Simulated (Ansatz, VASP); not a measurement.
CdIrS3 in VASP and in Ansatz

```
Cd Ir S
1.0
     4.70747    0.00000    0.00000
     0.00000    4.70747    0.00000
     0.00000    0.00000    4.70747
Cd Ir S
1 1 3
Cartesian
  0.0000 0.0000 0.0000
  2.3537 2.3537 2.3537
  2.3537 2.3537 0.0000
  0.0000 2.3537 2.3537
  2.3537 0.0000 2.3537
```

Change from the starting cell: species swapped into the ZnAgF3 type (Pm-3m, No. 221).

Alike in both runs: functional PBE; k mesh 4 × 4 × 4; occupations gaussian, width 0.1 eV; collinear spin.

Ansatz relaxed the structure, and its values are those at the end. VASP's run is a single point on that final structure, the one shown.

|  | VASP | Ansatz |
| --- | --- | --- |
| version | VASP 6.6.1 | Ansatz 0.2.0 |
| potentials or method | VASP PAW PBE potentials, release 64 (Cd, Ir, S) | scalar-relativistic, plane waves, PAW |
| plane-wave cutoff (eV) | 520 | 420 |
| valence electrons in the cell | 39 | 55 |

VASP gave:

* gap on the k mesh at the Fermi level (eV): none
* pressure (GPa): 0.4
* net moment per atom (μB): 0.00

**Question.** Which values does Ansatz return?

**Answer.** gap on the k mesh at the Fermi level (eV): none; pressure (GPa): 0.1; net moment per atom (μB): 0.00.

A gap of «none» marks a metal or a gap that the smearing closes. The two sets of potentials don't hold the same shells in valence. Ansatz warned: «seeded_moment_not_kept».

The runs have no spin-orbit coupling, so splittings on Ir are missing.
